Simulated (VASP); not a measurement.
# Lattice of P, functional by functional, part 2 of 2

Aim: relax P at several levels of theory and compare the cells. The starting structure is a measured crystal structure from the Crystallography Open Database.

VASP 6.6.1.

Results so far: PBEsol 17.88 Å³ an atom; r2SCAN 20.58 Å³ an atom.

**4. Relaxation with PBE (continued)**

Level of this step: PBE; plane waves and PAW (P) (VASP).

OUTCAR, selected parts (step 4):

```text
  Total       -0.0022499      0.0115353      0.0088082      0.0000000      0.0000000      0.0000000
  in kB       -0.0425255      0.2180245      0.1664807      0.0000000      0.0000000      0.0000000
  external PRESSURE =       0.1139932 kB  Pullay stress =       0.0000000 kB

 POSITION                                       TOTAL-FORCE (eV/Angst)
 -----------------------------------------------------------------------------------
      1.65429      1.05852      1.88326         0.000000     -0.003236     -0.002423
      1.65429      4.56565      4.16099         0.000000      0.003236     -0.002423
      1.65429     -1.05852      2.67220         0.000000      0.003236      0.002423
      1.65429     -4.56565      0.39447         0.000000     -0.003236      0.002423
 -----------------------------------------------------------------------------------
    total drift:                               -0.000000     -0.000000      0.000000

  FREE ENERGIE OF THE ION-ELECTRON SYSTEM (eV)
  ---------------------------------------------------
  free  energy   TOTEN  =       -21.5059977803 eV

  energy  without entropy=      -21.5059975798  energy(sigma->0) =      -21.50599768

[... 2 parts as in an earlier step ...]

[... 2 further parts left out ...]
[key lines of the parts left out:]
E-fermi :   5.4629
```

With PBE the relaxed cell holds 21.192 Å³ an atom, +11.34 % against the measured cell, with a = 3.309 Å, b = 11.248 Å and c = 4.555 Å. That is +18.55 % from PBEsol.

**5. Relaxation with LDA**

LDA, the lowest rung, knows the local density alone. This run starts from the cell of an earlier relaxation, which isn't shown; the restart sets up the plane waves anew.

File INCAR:

```
SYSTEM = P
PREC = Accurate
ENCUT = 520
EDIFF = 1E-07
NELM = 100
ISMEAR = 0
SIGMA = 0.03
LREAL = .FALSE.
ALGO = Normal
GGA = CA
NBANDS = 16
LORBIT = 11
LWAVE = .FALSE.
LCHARG = .FALSE.
KPAR = 4
IBRION = 2
NSW = 50
ISIF = 3
EDIFFG = -0.005
LASPH = .TRUE.
```

File POSCAR:

```
P
1.0
    1.6509048055     -5.0684529899      0.0000000000
    1.6509048055      5.0684529899      0.0000000000
    0.0000000000      0.0000000000      4.1449326801
P
4
Direct
    0.3935412618      0.6064587382      0.4280871282
    0.1064587382      0.8935412618      0.9280871282
    0.6064587382      0.3935412618      0.5719128718
    0.8935412618      0.1064587382      0.0719128718
```

File KPOINTS:

```
Automatic mesh
0
Gamma
8 8 6
0 0 0
```

PAW data sets: P (LDA family, release 64).

Command:

```bash
mpirun -np 4 vasp_std
```

Log:

```text
[banner, memory and clock lines left out]
running    4 mpi-ranks, on    1 nodes
[...]
LDA part: xc-table for (Slater(with rela. corr.)+CA(PZ))
 , standard interpolation
 POSCAR, INCAR and KPOINTS ok, starting setup
[...]
entering main loop
       N       E                     dE             d eps       ncg     rms          rms(c)
DAV:   1     0.560135189147E+02    0.56014E+02   -0.85304E+03  2688   0.108E+03
DAV:   2    -0.210245433642E+02   -0.77038E+02   -0.74551E+02  3712   0.163E+02
DAV:   3    -0.243164018354E+02   -0.32919E+01   -0.32601E+01  3632   0.357E+01
DAV:   4    -0.243489517207E+02   -0.32550E-01   -0.32540E-01  3432   0.429E+00
[...]
DAV:  10    -0.241147184935E+02    0.14778E-04   -0.10693E-04  3296   0.568E-02    0.365E-02
DAV:  11    -0.241147179971E+02    0.49640E-06   -0.10753E-05  3376   0.224E-02    0.103E-02
DAV:  12    -0.241147180258E+02   -0.28712E-07   -0.55435E-07  3496   0.476E-03
   1 F= -.24114718E+02 E0= -.24114630E+02  d E =-.241147E+02
[...]
reached required accuracy - stopping structural energy minimisation
```

Wall time 8.6 s (4 MPI ranks of Intel Xeon 6975P-C (Granite Rapids), shared host); peak memory 0.82 GiB; 33 s of CPU time.

OUTCAR, selected parts (step 5):

```text
  Total       -0.0014368     -0.0000638     -0.0078123      0.0000000      0.0000000      0.0000000
  in kB       -0.0331877     -0.0014743     -0.1804454      0.0000000      0.0000000      0.0000000
  external PRESSURE =      -0.0717025 kB  Pullay stress =       0.0000000 kB

 POSITION                                       TOTAL-FORCE (eV/Angst)
 -----------------------------------------------------------------------------------
      1.65090      1.07916      1.77439         0.000000     -0.000481      0.000704
      1.65090      3.98929      3.84686         0.000000      0.000481      0.000704
      1.65090     -1.07916      2.37054         0.000000      0.000481     -0.000704
      1.65090     -3.98929      0.29807         0.000000     -0.000481     -0.000704
 -----------------------------------------------------------------------------------
    total drift:                                0.000000     -0.000000      0.000000

  FREE ENERGIE OF THE ION-ELECTRON SYSTEM (eV)
  ---------------------------------------------------
  free  energy   TOTEN  =       -24.1147180258 eV

  energy  without entropy=      -24.1145416399  energy(sigma->0) =      -24.11462983

[... 2 parts as in an earlier step ...]

[... 2 further parts left out ...]
[key lines of the parts left out:]
E-fermi :   7.4934
```

With LDA the relaxed cell holds 17.341 Å³ an atom, -8.89 % against the measured cell, with a = 3.302 Å, b = 10.137 Å and c = 4.145 Å. That is -2.99 % from PBEsol.

**6. The runs compared**

```
 level  volume (Å³/atom)  against the measured cell (%)   a (Å)    b (Å)   c (Å)  pressure left (GPa)  core minutes
PBEsol            17.875                          -6.08  3.3137  10.2623  4.2052                 0.01          10.1
r2SCAN            20.576                            8.1  3.2945  10.9884   4.547                  0.0          51.3
   PBE            21.192                          11.34  3.3086  11.2483  4.5555                 0.01          14.1
   LDA            17.341                          -8.89  3.3018  10.1369  4.1449                -0.01          8.28
```

Core minutes are wall time times ranks, summed over the relaxations behind a row (those for a bulk modulus apart), on shared hosts.

**7. Results**

```json
{"volume, PBEsol": "17.88 Å³/atom", "volume, r2SCAN": "20.58 Å³/atom", "volume, PBE": "21.19 Å³/atom", "volume, LDA": "17.34 Å³/atom"}
```

Across 4 levels the volume of P spans 22.2 %, from 17.34 Å³ an atom (LDA) to 21.19 Å³ (PBE). Against the measured volume of the starting structure, PBEsol comes nearest (-6.1 %) and PBE lies farthest (+11.3 %). The measured cell holds zero-point expansion and, unless it was taken cold, thermal expansion, which the runs lack, so small differences decide nothing. The bonds form layers, and levels without a dispersion term can match their spacing only by luck. All runs keep the symmetry of the start, so they can't find a distortion of lower symmetry. Further runs on this material are not shown.

[Lines on the potential files, build, host, timing and source positions are cut from VASP's logs without a mark.]

[Logs are printed without paths, hosts, clocks, repeated set-up lines and the standing remarks that a program may print on its own settings, such as how far it seeks lower states.]

[Hosts, paths, dates, database ids (printed as entryN), source tags and the programs' standing remarks are cut or masked in the printed files.]
